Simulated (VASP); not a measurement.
FGeCl, 3 atoms in the cell. The cell holds a molecule in a box, 3 atoms: a = 11.000 Å, b = 12.000 Å, c = 10.000 Å, α = 90.00°, β = 90.00°, γ = 90.00°. 

```yaml
Program: VASP 6.6.1
Task: relaxation of the atoms
Functional: PBE
Dispersion: D4
Potentials_or_basis: VASP PAW PBE potentials, release 64 (F, Ge_d, Cl)
Cutoff: 520 eV
k_mesh: 1 × 1 × 1
Occupations: gaussian, width 0.01 eV
Spin: no spin polarisation
Further_INCAR_settings: ALGO = Normal; EDIFF = 1e-06; IBRION = 2; EDIFFG = -0.02; NSW = 40
```

Potentials or basis: VASP PAW PBE potentials, release 64 (F, Ge_d, Cl).

Command:

```bash
$ cat potpaw_PBE.64/F/POTCAR potpaw_PBE.64/Ge_d/POTCAR potpaw_PBE.64/Cl/POTCAR > POTCAR
$ mpirun -np 1 vasp_gam > vasp.out
```

Hardware: 1 thread of AMD EPYC 7R13 Processor (Zen 3) (shared host).

Q: How long does it take, and how much memory?

A: Wall time 11 min on 1 thread of AMD EPYC 7R13 Processor (Zen 3) (shared host), peak memory 1.2 GiB. Counts: scf iterations 109, k points 1, ion steps 9.
